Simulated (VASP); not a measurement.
Data:

```xyz
2
Lattice="2.9426 0.0000 0.0000 0.0000 3.0217 0.0000 0.0000 0.0000 2.8631" Properties=species:S:1:pos:R:3 pbc="T T T"
Zn     1.4713     1.5108     1.4315
Cu     0.0830     0.0000     0.0000
```

All values below come from PBE GGA, VASP's PBE PAW potentials (set 64) (plane waves; VASP). Run with 400 eV cut-off, 6×6×6 Monkhorst-Pack mesh, first-order Methfessel-Paxton smearing of 0.10 eV, potentials Zn Cu.

Q: Give the force on each atom (eV/Å).

A: 
```tsv
atom	Fx	Fy	Fz
Zn1	0.408	0.000	0.000
Cu2	-0.408	0.000	0.000
```

Q: Give the stress tensor in GPa (positive for a compressed cell).

A: 
```
2.84  0.00  0.00
0.00  0.71  0.00
0.00  0.00  4.46
```
The pressure is its mean diagonal, 2.67 GPa.

The compound is CuZn in the CsCl type structure. The cell was not relaxed at this level, atoms are displaced from their ideal sites. The k-mesh is coarse (spacing up to 0.37 per Å, 2π included), so the numbers may not be converged in it. The run is one of a series of settings (KPOINTS 6×6×6 Monkhorst-Pack mesh against the base run), some of them coarse on purpose. The electron count is odd and the run is not spin-polarised, which forces a metal.
